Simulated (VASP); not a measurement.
Input:

```xyz
2
Lattice="3.1950 0.0000 0.0000 0.0000 3.1950 0.0000 0.0000 0.0000 3.1950" Properties=species:S:1:pos:R:3 pbc="T T T"
W      0.0000     0.0000     0.0000
Ge     1.5975     1.5975     1.5975
```

The numbers are results of r2SCAN meta-GGA, VASP's PBE PAW potentials (set 64) (plane waves; VASP), not measurements. Numerical set-up: 400 eV cut-off, 10×10×10 Γ-centred mesh, first-order Methfessel-Paxton smearing of 0.10 eV, potentials W_sv Ge_d.

Energy and stress use the plane-wave basis of the starting cell.

The ions, cell shape and volume are relaxed. Predict the relaxed structure.

```xyz
2
Lattice="3.1109 0.0000 0.0000 0.0000 3.1109 0.0000 0.0000 0.0000 3.1109" Properties=species:S:1:pos:R:3 pbc="T T T"
W      0.0000     0.0000     3.1109
Ge     1.5554     1.5554     1.5554
```
Space group Pm-3m (221), at a tolerance of 0.03 Å.

How do energy and volume change from the first to the last step?

The energy (σ→0) changes by -63.9 meV/atom and the volume by -7.7 %, in 7 ionic steps.

```csv
step,E(σ→0) (eV),max force (eV/Å),pressure (GPa),volume (Å³)
1,-64.1075,0.000,-15.16,32.62
2,-63.6736,0.000,48.41,25.86
3,-64.2350,0.000,-0.96,30.24
4,-64.2354,0.000,-0.27,30.13
5,-64.2354,0.000,0.16,30.08
6,-64.2354,0.000,-0.16,30.14
7,-64.2354,0.000,0.00,30.11
```

The structure was generated: GeW was put into the CsCl type (Pm-3m), which need not be its known phase. This run relaxes it. Symmetry was kept, so distortions that lower it aren't found.
